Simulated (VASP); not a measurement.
# HfZr2Se4 (P4/mmm) in VASP: further runs

One crystal, HfZr2Se4, is run at these levels: PBE; tasks: relaxation of cell and atoms.

Program: VASP 6.6.1. These are calculated values, not measurements. Logs are shortened: lines on timing, memory, paths and dates and some standing lists are left out, and cuts for length are marked.

## (1) The structure

It takes space group P4/mmm (No. 123, tetragonal). The conventional cell has a = 5.975 Å, b = 5.975 Å, c = 5.386 Å, α = 90.00°, β = 90.00°, γ = 90.00°. Zr (site symmetry 4/mmm) is surrounded by 2 Zr at 2.69 Å and 4 Se at 2.99 Å. Zr (site symmetry 4/mmm) is surrounded by 2 Zr at 2.69 Å and 4 Se at 2.99 Å. Hf (site symmetry 4/mmm) has 4 Se at 2.99 Å as nearest neighbours. Se (site symmetry mmm) has 2 Se at 2.69 Å and 2 Zr at 2.99 Å as nearest neighbours. Se (site symmetry mmm) has 2 Se at 2.69 Å and 2 Zr at 2.99 Å and 2 Hf at 2.99 Å as nearest neighbours.

The cell was built by a generator and needn't be a form met in nature.

## (2) Relaxation of cell and atoms, PBE

Input file INCAR:

```
ALGO = Fast ; EDIFF = 1E-4
EDIFFG = -0.08 ; ENCUT = 520
GGA = PE ; IBRION = 2
ISIF = 3 ; ISMEAR = 0
LASPH = T ; LCHARG = F
LREAL = F ; LWAVE = F
NELM = 60 ; NSW = 24
PREC = Normal ; SIGMA = 0.15
```

Input file KPOINTS:

```
k-points
0
Gamma
  3 3 3
```

Input file POSCAR:

```
HfZr2Se4
1.0
    5.9746029700      0.0000000000      0.0000000000
    0.0000000000      5.9746029700      0.0000000000
    0.0000000000      0.0000000000      5.3862723000
Zr Hf Se
2 1 4
Direct
    0.0000000000      0.0000000000      0.0000000000
    0.0000000000      0.0000000000      0.5000000000
    0.5000000000      0.5000000000      0.0000000000
    0.5000000000      0.0000000000      0.5000000000
    0.0000000000      0.5000000000      0.5000000000
    0.5000000000      0.0000000000      0.0000000000
    0.0000000000      0.5000000000      0.0000000000
```

Potentials or basis: VASP PAW PBE potentials, release 64 (Zr_sv, Hf_pv, Se).

Launch:

```sh
$ cat potpaw_PBE.64/Zr_sv/POTCAR potpaw_PBE.64/Hf_pv/POTCAR potpaw_PBE.64/Se/POTCAR > POTCAR
$ mpirun -np 1 vasp_std > vasp.out
```

OUTCAR:

```text
EDIFF = 1E-4
   EDIFFG = -0.08
   ENCUT = 520
   GGA = PE
   IBRION = 2
   ISIF = 3
   ISMEAR = 0
   LASPH = T
   LREAL = F
   NELM = 60
   NSW = 24
   PREC = Normal

 ion  position               nearest neighbor table
   1  0.000  0.000  0.000-   2 2.69   2 2.69   7 2.99   6 2.99   7 2.99   6 2.99
   2  0.000  0.000  0.500-   1 2.69   1 2.69   5 2.99   4 2.99   5 2.99   4 2.99
   3  0.500  0.500  0.000-   6 2.99   7 2.99   6 2.99   7 2.99
   4  0.500  0.000  0.500-   6 2.69   6 2.69   2 2.99   2 2.99
   5  0.000  0.500  0.500-   7 2.69   7 2.69   2 2.99   2 2.99
   6  0.500  0.000  0.000-   4 2.69   4 2.69   1 2.99   3 2.99   3 2.99   1 2.99
   7  0.000  0.500  0.000-   5 2.69   5 2.69   1 2.99   3 2.99   1 2.99   3 2.99

  LATTYP: Found a simple tetragonal cell.
 ALAT       =     5.9746029700
 C/A-ratio  =     0.9015280726

  Lattice vectors:

 A1 = (   5.9746029700,   0.0000000000,   0.0000000000)
 A2 = (   0.0000000000,   5.9746029700,   0.0000000000)
 A3 = (   0.0000000000,   0.0000000000,   5.3862723000)

Analysis of symmetry for initial positions (statically):
=====================================================================
 Subroutine PRICEL returns:
 Original cell was already a primitive cell.

 Routine SETGRP: Setting up the symmetry group for a
 simple tetragonal supercell.

 Subroutine GETGRP returns: Found 16 space group operations
 (whereof 16 operations were pure point group operations)
 out of a pool of 16 trial point group operations.

The static configuration has the point symmetry D_4h.

Analysis of symmetry for dynamics (positions and initial velocities):
=====================================================================
 Subroutine PRICEL returns:
 Original cell was already a primitive cell.

 Routine SETGRP: Setting up the symmetry group for a
 simple tetragonal supercell.

 Subroutine GETGRP returns: Found 16 space group operations
 (whereof 16 operations were pure point group operations)
 out of a pool of 16 trial point group operations.

The dynamic configuration has the point symmetry D_4h.

 Subroutine INISYM returns: Found 16 space group operations
 (whereof 16 operations are pure point group operations),
 and found     1 'primitive' translations

----------------------------------------------------------------------------------------

                                     Primitive cell

  volume of cell :     192.2677

  direct lattice vectors                    reciprocal lattice vectors
     5.974602970  0.000000000  0.000000000     0.167375139  0.000000000  0.000000000
     0.000000000  5.974602970  0.000000000     0.000000000  0.167375139  0.000000000
     0.000000000  0.000000000  5.386272300     0.000000000  0.000000000  0.185657157

  length of vectors
     5.974602970  5.974602970  5.386272300     0.167375139  0.167375139  0.185657157

  position of ions in fractional coordinates (direct lattice)
     0.000000000  0.000000000  0.000000000
     0.000000000  0.000000000  0.500000000
     0.500000000  0.500000000  0.000000000
     0.500000000  0.000000000  0.500000000
     0.000000000  0.500000000  0.500000000
     0.500000000  0.000000000  0.000000000
     0.000000000  0.500000000  0.000000000

  ion indices of the primitive-cell ions
   primitive index   ion index
                 1           1
                 2           2
                 3           3
                 4           4
                 5           5
                 6           6
                 7           7

----------------------------------------------------------------------------------------

 KPOINTS: k-points

Automatic generation of k-mesh.
 Grid dimensions read from file:
 generate k-points for:    3    3    3

 Generating k-lattice:

  Cartesian coordinates                     Fractional coordinates (reciprocal lattice)
     0.055791713  0.000000000  0.000000000     0.333333333  0.000000000  0.000000000
     0.000000000  0.055791713  0.000000000     0.000000000  0.333333333  0.000000000
     0.000000000  0.000000000  0.061885719     0.000000000  0.000000000  0.333333333

  Length of vectors
     0.055791713  0.055791713  0.061885719

  Shift w.r.t. Gamma in fractional coordinates (k-lattice)
     0.000000000  0.000000000  0.000000000

 Subroutine IBZKPT returns following result:
 ===========================================

 Found      6 irreducible k-points:

 Following reciprocal coordinates:
            Coordinates               Weight
  0.000000  0.000000  0.000000      1.000000
  0.333333  0.000000  0.000000      4.000000
  0.333333  0.333333  0.000000      4.000000
  0.000000  0.000000  0.333333      2.000000
  0.333333  0.000000  0.333333      8.000000
  0.333333  0.333333  0.333333      8.000000
   k-points           NKPTS =      6   k-points in BZ     NKDIM =      6   number of bands    NBANDS=     34
   number of dos      NEDOS =    301   number of ions     NIONS =      7
   total plane-waves  NPLWV =  38880
   dimension x,y,z NGX =    36 NGY =   36 NGZ =   30
   dimension x,y,z NGXF=    72 NGYF=   72 NGZF=   60
   ions per type =               2   1   4
   NGX,Y,Z   is equivalent  to a cutoff of  10.02, 10.02,  9.26 a.u.
   NGXF,Y,Z  is equivalent  to a cutoff of  20.03, 20.03, 18.52 a.u.
 SYSTEM =  unknown system
   PREC   = normal    normal or accurate (medium, high low for compatibility)
   ISTART =      0    job   : 0-new  1-cont  2-samecut
   ICHARG =      2    charge: 1-file 2-atom 10-const
   ISPIN  =      1    spin polarized calculation?
   LNONCOLLINEAR =      F non collinear calculations
   LSORBIT =      F    spin-orbit coupling
   LASPH  =      T    aspherical Exc in radial PAW
   ENCUT  =  520.0 eV  38.22 Ry    6.18 a.u.  11.11 11.11 10.01*2*pi/ulx,y,z
   NELM   =     60;   NELMIN=  2; NELMDL= -5     # of ELM steps
   EDIFF  = 0.1E-03   stopping-criterion for ELM
   LREAL  =      F    real-space projection
   EDIFFG = -.8E-01   stopping-criterion for IOM
   NSW    =     24    number of steps for IOM
   IBRION =      2    ionic relax: 0-MD 1-quasi-New 2-CG
   NFREE  =      1    steps in history (QN), initial steepest desc. (CG)
   ISIF   =      3    stress and relaxation
   ISYM   =      2    0-nonsym 1-usesym 2-fastsym
   POTIM  = 0.5000    time-step for ionic-motion
   TEBEG  =    0.0;   TEEND  =   0.0 temperature during run
   PSTRESS=    0.0 pullay stress
   NELECT =      58.0000    total number of electrons
   NUPDOWN=      -1.0000    fix difference up-down
   EMIN   =  10.00;   EMAX   =-10.00  energy-range for DOS
   EFERMI =   0.00;   METHOD = LEGACY
   ISMEAR =     0;   SIGMA  =   0.15  broadening in eV -4-tet -1-fermi 0-gaus
   EFERMI_NEDOS =   21; number of points for ismear=-14 and -15
   IALGO  =     68    algorithm
   IMIX   =      4    mixing-type and parameters
     AMIX     =   0.40;   BMIX     =  1.00
     AMIX_MAG =   1.60;   BMIX_MAG =  1.00
  volume/ion in A,a.u.               =      27.47       185.36
  Fermi-wavevector in a.u.,A,eV,Ry     =   1.097949  2.074822 16.401704  1.205491
  Thomas-Fermi vector in A             =   2.234318
   LORBIT       =      0    0 simple, 1 ext, 2 COOP (PROOUT), +10 PAW based schemes
   GGA     = PE    functional components
   LHFCALC =     F    Hartree Fock is set to
   AEXX    =    0.0000 exact exchange contribution
   IVDW    =     0    specifies the selected vdW correction
   LEPSILON=     F    determine dielectric tensor
   LRPA    =     F    only Hartree local field effects (RPA)
 conjugate gradient relaxation of ions
 non-spin polarized calculation
 RMM-DIIS sequential band-by-band and
 Gauss-broadening in eV      SIGMA  =   0.15
  energy-cutoff  :      520.00
  volume of cell :      192.27
 maximum number of plane-waves:      5194
   NGX = 23   NGY = 23   NGZ = 21

--------------------------------------- Ionic step        1  -------------------------------------------

 number of electron      58.0000001 magnetization

 Free energy of the ion-electron system (eV)
  ---------------------------------------------------
  ext. energy  EPLUGINS =         0.00000000
  ---------------------------------------------------
  free energy    TOTEN  =       -39.26187957 eV

  energy without entropy =      -39.05200780  energy(sigma->0) =      -39.15694369

------------------------ aborting loop because EDIFF is reached ----------------------------------------

  FORCE on cell =-STRESS in cart. coord.  units (eV):
  Direction    XX          YY          ZZ          XY          YZ          ZX
  --------------------------------------------------------------------------------------
  -------------------------------------------------------------------------------------
  Total      -15.0307951    -15.0307951     13.6103365      0.0000000      0.0000000     -0.0000000
  in kB     -125.2524215   -125.2524215    113.4156639      0.0000000      0.0000000     -0.0000000
  external PRESSURE =     -45.6963931 kB  Pullay stress =       0.0000000 kB
[... 104 lines left out ...]
  FREE ENERGIE OF THE ION-ELECTRON SYSTEM (eV)
  ---------------------------------------------------
  free  energy   TOTEN  =       -42.9207163021 eV

  energy  without entropy=      -42.8654393068  energy(sigma->0) =      -42.89307780

 E-fermi :   6.0298     XC(G=0): -10.0807

 val. band max:        5.9394844233   @ k =   0.3333   0.0000   0.3333
 cond. band min:       6.0963769704   @ k =   0.3333   0.3333   0.0000
 fundamental gap:      0.1568925471
 Fermi energy:         6.0298273134

 k-point     1 :       0.0000    0.0000    0.0000
  band No.  band energies     occupation
      1     -43.3038      2.00000
      2     -43.1246      2.00000
      3     -26.6485      2.00000
      4     -26.4941      2.00000
      5     -26.4941      2.00000
      6     -21.5699      2.00000
[... 211 lines left out ...]
     33       7.2316      0.00000
     34       7.3968      0.00000

 E-fermi :   4.9439     XC(G=0):  -9.5972

 val. band max:        4.8626908690   @ k =   0.3333   0.0000   0.3333
 cond. band min:       4.9791663445   @ k =   0.3333   0.0000   0.0000
 fundamental gap:      0.1164754755
 Fermi energy:         4.9439364944

 k-point     1 :       0.0000    0.0000    0.0000
  band No.  band energies     occupation
      1     -44.7328      2.00000
      2     -44.4502      2.00000
      3     -27.8552      2.00000
      4     -27.6683      2.00000
      5     -27.6683      2.00000
      6     -22.9192      2.00000
[... 211 lines left out ...]
     33       6.0340      0.00000
     34       6.2861      0.00000

[... ionic steps 4 to 8 ...]

--------------------------------------- Ionic step        9  -------------------------------------------

 number of electron      58.0000040 magnetization

------------------------ aborting loop because EDIFF is reached ----------------------------------------
[... 77 lines left out ...]
--------------------------------------- Ionic step       11  -------------------------------------------

 number of electron      57.9999980 magnetization

 Free energy of the ion-electron system (eV)
  ---------------------------------------------------
  ext. energy  EPLUGINS =         0.00000000
  ---------------------------------------------------
  free energy    TOTEN  =       -43.49604386 eV

  energy without entropy =      -43.40988286  energy(sigma->0) =      -43.45296336

 E-fermi :   4.4112     XC(G=0):  -9.3059

 val. band max:        4.3944364044   @ k =   0.0000   0.0000   0.3333
 cond. band min:       4.4886749823   @ k =   0.0000   0.0000   0.0000
 fundamental gap:      0.0942385779
 Fermi energy:         4.4112209276

 k-point     1 :       0.0000    0.0000    0.0000
  band No.  band energies     occupation
      1     -45.3605      2.00000
      2     -45.0007      2.00000
      3     -28.3911      2.00000
      4     -28.1684      2.00000
      5     -28.1684      2.00000
      6     -23.5541      2.00000
[... 245 lines left out ...]
  FREE ENERGIE OF THE ION-ELECTRON SYSTEM (eV)
  ---------------------------------------------------
  free  energy   TOTEN  =       -43.4960438629 eV

  energy  without entropy=      -43.4098828594  energy(sigma->0) =      -43.45296336

 reached required accuracy - stopping structural energy minimisation
```

Run time: 4.8 min. Hardware: 1 thread of Intel Xeon Platinum 8488C (Sapphire Rapids), shared host; peak memory 0.22 GiB.

What came out:

```
Free energy                            : -43.4960 eV
Relaxed volume                         : 27.62 Å³/atom
Relaxed cell                           : a = 5.249 Å, b = 5.249 Å, c = 7.018 Å, α = 90.00°, β = 90.00°, γ = 90.00°
Space group after relaxing (to 0.05 Å) : P4/mmm (No. 123)
Energy gained by relaxing              : 604.9 meV/atom
Ionic steps                            : 11
Pressure after relaxing                : 0.1 GPa
Band gap on the k mesh                 : none (metal or under the smearing width)
```

The path:
```csv
step,energy change (eV),largest force (eV/Å),pressure (GPa),volume (Å³)
1,0.0000,0.0000,-4.57,192.27
2,-3.6204,0.0000,1.84,168.99
3,-3.6588,0.0000,3.37,166.97
4,-3.6583,0.0000,3.94,166.30
5,-3.8972,0.0000,-0.46,179.12
6,-3.9287,0.0000,-1.80,184.26
7,-4.1601,0.0000,-0.36,187.03
8,-3.6152,0.0000,6.56,193.19
9,-4.2286,0.0000,0.84,188.76
10,-4.2289,0.0000,0.94,188.89
11,-4.2342,0.0000,0.09,193.34
```

Final structure:
```
Zr Hf Se
1.0
     5.24854    0.00000    0.00000
     0.00000    5.24854    0.00000
     0.00000    0.00000    7.01849
Zr Hf Se
2 1 4
Direct
  0.00000 0.00000 0.00000
  0.00000 0.00000 0.50000
  0.50000 0.50000 0.00000
  0.50000 0.00000 0.50000
  0.00000 0.50000 0.50000
  0.50000 0.00000 0.00000
  0.00000 0.50000 0.00000
```

Levels at points of the mesh, in eV from the Fermi level:
```csv
k point,band 26,band 27,band 28,band 29,band 30,band 31,band 32,band 33
"(0.00, 0.00, 0.00)",-1.07,-1.07,-0.38,-0.38,0.08,0.19,0.56,0.57
```

Caveat: the k mesh is coarse (spacing up to 0.39 Å⁻¹), so the values aren't converged; this functional lacks dispersion, which binds the layers, so the pressure and a relaxed spacing across them are unreliable; the relaxation stopped at a loose force limit of 0.08 eV/Å, so its end isn't a converged minimum. Spin-orbit coupling is left out, which matters for the levels of Hf.

## (3) Relaxation of cell and atoms, PBE

This run uses another cell than the first one, of 28.77 Å³/atom, 1.048 times its volume.

INCAR is that of step 2.

Input file KPOINTS:

```
k-points
0
Gamma
  3 3 2
```

Input file POSCAR:

```
HfZr2Se4
1.0
    4.6779997100      0.0000000000      0.0000000000
    0.0000000000      4.6779997100      0.0000000000
    0.0000000000      0.0000000000      9.2035739600
Zr Hf Se
2 1 4
Direct
    0.5000000000      0.5000000000      0.7447489300
    0.5000000000      0.5000000000      0.2552510700
    0.0000000000      0.0000000000      0.5000000000
    0.0000000000      0.5000000000      0.5000000000
    0.5000000000      0.0000000000      0.5000000000
    0.0000000000      0.0000000000      0.0000000000
    0.5000000000      0.5000000000      0.0000000000
```

Potentials or basis: VASP PAW PBE potentials, release 64 (Zr_sv, Hf_pv, Se).

Launch:

```sh
$ cat potpaw_PBE.64/Zr_sv/POTCAR potpaw_PBE.64/Hf_pv/POTCAR potpaw_PBE.64/Se/POTCAR > POTCAR
$ mpirun -np 1 vasp_std > vasp.out
```

Run time: 9.4 min. Hardware: 1 thread of Intel Xeon Platinum 8488C (Sapphire Rapids), shared host; peak memory 0.24 GiB.

Results (log left out):

```yaml
Free_energy: -41.7311 eV
Relaxed_volume: 28.38 Å³/atom
Relaxed_cell: a = 5.174 Å, b = 5.174 Å, c = 7.423 Å, α = 90.00°, β = 90.00°, γ = 90.00°
Space_group_after_relaxing_to_0.05_Å: P4/mmm (No. 123)
Energy_gained_by_relaxing: 490.0 meV/atom
Ionic_steps: 21
Pressure_after_relaxing: 0.1 GPa
Largest_force_after_relaxing: 0.028 eV/Å
Band_gap_on_the_k_mesh: none (metal or under the smearing width)
```

Forces on the atoms (eV/Å):
```
Zr   0.000  0.000 -0.028
Zr   0.000  0.000  0.028
Hf   0.000  0.000  0.000
Se   0.000  0.000  0.000
Se   0.000  0.000  0.000
Se   0.000  0.000  0.000
Se   0.000  0.000  0.000
```

Stress tensor (GPa, compression positive):
```
0.18 0.00 0.00
0.00 0.18 0.00
0.00 0.00 0.03
```

Step by step:
| step | energy change (eV) | largest force (eV/Å) | pressure (GPa) | volume (Å³) |
| --- | --- | --- | --- | --- |
| 1 | 0.0000 | 3.1233 | 6.04 | 201.41 |
| 2 | -1.1772 | 1.0329 | -5.23 | 233.94 |
| 3 | -1.2042 | 1.3041 | -3.76 | 228.15 |
| 4 | -1.9849 | 2.3589 | -1.70 | 213.87 |
| 5 | -1.0879 | 7.5711 | 16.04 | 173.94 |
| 6 | -1.9707 | 4.8883 | 2.60 | 200.92 |
| 7 | -1.9665 | 6.0095 | 4.86 | 194.45 |
| 8 | -2.1622 | 5.7840 | 4.99 | 192.92 |
| 9 | -2.6707 | 4.6727 | 5.81 | 188.26 |
| 10 | -2.4133 | 0.6881 | 10.04 | 178.70 |
| 11 | -2.8061 | 3.5387 | 7.02 | 184.82 |
| 12 | -2.8144 | 2.5244 | 7.76 | 183.00 |
| 13 | -3.0158 | 2.0141 | 6.25 | 185.77 |
| 14 | -3.3652 | 0.8753 | 2.06 | 194.18 |
| 15 | -3.2305 | 0.2271 | -3.44 | 211.52 |
| 16 | -3.4234 | 0.2782 | -0.47 | 200.83 |
| 17 | -3.4252 | 0.3495 | -0.22 | 199.91 |
| 18 | -3.4251 | 0.3781 | -0.07 | 199.57 |
| 19 | -3.4269 | 0.2913 | -0.09 | 199.39 |
| 20 | -3.4296 | 0.1095 | 0.12 | 198.86 |
| 21 | -3.4299 | 0.0285 | 0.13 | 198.68 |

Final structure:
```yaml
crystal:
  lattice:
    - [5.17355, 0.00000, 0.00000]
    - [0.00000, 5.17355, 0.00000]
    - [0.00000, 0.00000, 7.42293]
  atoms:
    - { symbol: Zr, position: [0.50000, 0.50000, 0.67558] }
    - { symbol: Zr, position: [0.50000, 0.50000, 0.32442] }
    - { symbol: Hf, position: [0.00000, 0.00000, 0.50000] }
    - { symbol: Se, position: [0.00000, 0.50000, 0.50000] }
    - { symbol: Se, position: [0.50000, 0.00000, 0.50000] }
    - { symbol: Se, position: [0.00000, 0.00000, 0.00000] }
    - { symbol: Se, position: [0.50000, 0.50000, 0.00000] }
```

Levels at points of the mesh, in eV from the Fermi level:
| k point | band 25 | band 26 | band 27 | band 28 | band 29 | band 30 | band 31 | band 32 |
| --- | --- | --- | --- | --- | --- | --- | --- | --- |
| (0.00, 0.00, 0.00) | -2.15 | -1.16 | -0.84 | -0.19 | -0.19 | -0.10 | -0.10 | 0.20 |
| (0.00, 0.00, 0.50) | -2.42 | -2.14 | -0.49 | -0.49 | 0.31 | 0.36 | 0.36 | 0.90 |

Caveat: the k mesh is coarse (spacing up to 0.45 Å⁻¹), so the values aren't converged; the relaxation stopped at a loose force limit of 0.08 eV/Å, so its end isn't a converged minimum. Spin-orbit coupling is left out, which matters for the levels of Hf.
